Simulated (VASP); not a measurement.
```
CELL_PARAMETERS angstrom
      0.00000     1.78277     1.78277
      1.78277     0.00000     1.78277
      1.78277     1.78277     0.00000
ATOMIC_POSITIONS crystal
  B  0.00000 0.00000 0.00000
  N  0.25000 0.25000 0.25000
```

The numbers are results of revPBE GGA, VASP's PBE PAW potentials (set 64) (plane waves; VASP), not measurements. Run with 520 eV cut-off, 12×12×12 Γ-centred mesh, Gaussian smearing of 0.050 eV, potentials B N.

### Question
Give the stress tensor in GPa (positive for a compressed cell).

### Answer

```
25.20   0.00   0.00
 0.00  25.20   0.00
 0.00   0.00  25.20
```
The pressure is its mean diagonal, 25.20 GPa.

The compound is BN in the zinc blende structure. This cell is one point of a volume scan, at 0.94 of the reference volume.
